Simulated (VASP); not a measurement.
Level of theory: revTPSS meta-GGA, VASP's PBE PAW potentials (set 64) (plane waves; VASP).

VASP input:

POSCAR:
```
Tl atom
1
   12.0000000000     0.0000000000     0.0000000000
    0.0000000000    12.5000000000     0.0000000000
    0.0000000000     0.0000000000    13.0000000000
Tl
1
Direct
  0.0000000000   0.0000000000   0.0000000000
```

File KPOINTS:
```
K-points
0
gamma
1 1 1
```

**INCAR**
```
SYSTEM = Tl atom
PREC = Normal; ENCUT = 520; LREAL = .FALSE.
LASPH = .TRUE.; ISYM = 0
EDIFF = 1E-6; NELM = 200; ALGO = All
LMAXMIX = 4; LMIXTAU = .TRUE.
ISMEAR = 0; SIGMA = 0.01
METAGGA = RTPSS
ISPIN = 2; MAGMOM = 1; NUPDOWN = 1
LWAVE = .FALSE.; LCHARG = .FALSE.; LORBIT = 10
```

POTCAR, in this order: Tl_d (PBE.64 set). Program: vasp_gam. Read from the step before: WAVECAR.

What VASP printed:

OSZICAR:
```
       N       E                     dE             d eps       ncg     rms           ort
SDA:   1     0.430803865553E+02    0.43080E+02    0.00000E+00    11   0.321E-01   0.000E+00
CGA:   2     0.430691829372E+02   -0.11204E-01   -0.11224E-01    11   0.880E-02  -0.141E-03
CGA:   3     0.430664510674E+02   -0.27319E-02   -0.27251E-02    11   0.315E-02   0.743E-04
CGA:   4     0.430655495964E+02   -0.90147E-03   -0.90103E-03    11   0.761E-03   0.662E-05
CGA:   5     0.430652589916E+02   -0.29060E-03   -0.28629E-03    11   0.275E-03   0.299E-04
CGA:   6     0.430651512956E+02   -0.10770E-03   -0.10595E-03    11   0.649E-04   0.138E-04
CGA:   7     0.430651276863E+02   -0.23609E-04   -0.23338E-04    11   0.142E-04   0.320E-05
CGA:   8     0.430651231094E+02   -0.45769E-05   -0.44889E-05    11   0.273E-05   0.247E-05
CGA:   9     0.430651219653E+02   -0.11441E-05   -0.11121E-05    11   0.653E-06   0.415E-06
SDA:  10     0.430651217603E+02   -0.20497E-06   -0.20594E-06    11   0.150E-06   0.236E-06
   1 F= 0.43065122E+02 E0= 0.43065122E+02  d E =-.126860E-11  mag=     1.0000
```

OUTCAR:
```
------------------------ aborting loop because EDIFF is reached ----------------------------------------
  FORCE on cell =-STRESS in cart. coord.  units (eV):
  Direction    XX          YY          ZZ          XY          YZ          ZX
  --------------------------------------------------------------------------------------
  Total       -0.0048364     -0.0066663      0.0091191     -0.0000002     -0.0000807     -0.0000392
  in kB       -0.0039737     -0.0054772      0.0074925     -0.0000002     -0.0000663     -0.0000322
  external PRESSURE =      -0.0006528 kB  Pullay stress =       0.0000000 kB
  volume of cell :     1950.00
      direct lattice vectors                 reciprocal lattice vectors
    12.000000000  0.000000000  0.000000000     0.083333333  0.000000000  0.000000000
     0.000000000 12.500000000  0.000000000     0.000000000  0.080000000  0.000000000
     0.000000000  0.000000000 13.000000000     0.000000000  0.000000000  0.076923077
 POSITION                                       TOTAL-FORCE (eV/Angst)
 -----------------------------------------------------------------------------------
      0.00000      0.00000      0.00000         0.000000     -0.000000      0.000000
 -----------------------------------------------------------------------------------
    total drift:                                0.000000     -0.000000      0.000000
  FREE ENERGIE OF THE ION-ELECTRON SYSTEM (eV)
  ---------------------------------------------------
  free  energy   TOTEN  =        43.0651217603 eV

  energy  without entropy=       43.0651217603  energy(sigma->0) =       43.06512176

 total charge

# of ion       s       p       d       tot
------------------------------------------
    1        1.269   0.240   9.628  11.137

 magnetization (x)

# of ion       s       p       d       tot
------------------------------------------
    1       -0.001   0.240  -0.006   0.233
```
(Selected blocks of OUTCAR.)

The atom may not be in its lowest state.

The cell is a free atom in a box.
